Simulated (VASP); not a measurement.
An input for Quantum ESPRESSO's pw.x (written as the equivalent of a VASP run, and not itself run):

```
&CONTROL
  calculation = 'scf'
  pseudo_dir = './pseudo'
  outdir = './out'
  tprnfor = .true.
  tstress = .true.
/
&SYSTEM
  ibrav = 0
  nat = 12
  ntyp = 3
  ecutwfc = 98
  occupations = 'tetrahedra'
  input_dft = 'pbesol'
/
&ELECTRONS
  conv_thr = 7.3e-09
  electron_maxstep = 100
/
ATOMIC_SPECIES
  Ni 58.693 Ni.upf
  Sb 121.760 Sb.upf
  S 32.060 S.upf
CELL_PARAMETERS angstrom
     5.8549678    0.0000000    0.0000000
     0.0000000    5.8549678    0.0000000
     0.0000000    0.0000000    5.8549678
ATOMIC_POSITIONS crystal
  Ni   0.9781549  0.9781549  0.9781549
  Ni   0.4781549  0.5218451  0.0218451
  Ni   0.0218451  0.4781549  0.5218451
  Ni   0.5218451  0.0218451  0.4781549
  Sb   0.6319388  0.6319388  0.6319388
  Sb   0.1319388  0.8680612  0.3680612
  Sb   0.3680612  0.1319388  0.8680612
  Sb   0.8680612  0.3680612  0.1319388
  S    0.3796894  0.3796894  0.3796894
  S    0.8796894  0.1203106  0.6203106
  S    0.6203106  0.8796894  0.1203106
  S    0.1203106  0.6203106  0.8796894
K_POINTS automatic
  6 6 6 0 0 0
```

Q: Write the VASP files for the same calculation (PBEsol).

A: Several could match; the one computed here: 
### KPOINTS
```
Automatic mesh
0
Gamma
6 6 6
0 0 0
```

**POSCAR**
```
NiSbS
1
    5.8549678147     0.0000000000     0.0000000000
    0.0000000000     5.8549678147     0.0000000000
    0.0000000000     0.0000000000     5.8549678147
Ni Sb S
4 4 4
Direct
  0.9781549401   0.9781549401   0.9781549401
  0.4781549401   0.5218450599   0.0218450599
  0.0218450599   0.4781549401   0.5218450599
  0.5218450599   0.0218450599   0.4781549401
  0.6319387534   0.6319387534   0.6319387534
  0.1319387534   0.8680612466   0.3680612466
  0.3680612466   0.1319387534   0.8680612466
  0.8680612466   0.3680612466   0.1319387534
  0.3796894204   0.3796894204   0.3796894204
  0.8796894204   0.1203105796   0.6203105796
  0.6203105796   0.8796894204   0.1203105796
  0.1203105796   0.6203105796   0.8796894204
```

### INCAR
```
LEFG = .TRUE.
LCHARG = .TRUE.
NELM = 100
ENCUT = 400   # plane-wave cut-off (eV)
GGA = PS
LREAL = .FALSE.
LMAXMIX = 4
ALGO = Normal
SYSTEM = NiSbS
PREC = Accurate
NEDOS = 601
ISIF = 2
EDIFF = 1E-7   # SCF stop (eV)
LASPH = .TRUE.   # aspherical one-centre terms
LWAVE = .FALSE.
LORBIT = 11   # lm-projected
ISMEAR = -5
```

POTCAR, in this order: Ni Sb S (PBE.64 set). Program: vasp_std.

Limits of the translation: the potentials are each code's own (VASP's PAW set, PseudoDojo norm-conserving files in pw.x), so ENCUT and ecutwfc are chosen apart and not converted; conv_thr bounds pw.x's estimated SCF error, while EDIFF bounds the energy change between steps; the field gradients of LEFG aren't asked of the other code.

The compound is NiSbS in the sg198 structure. It was relaxed first.
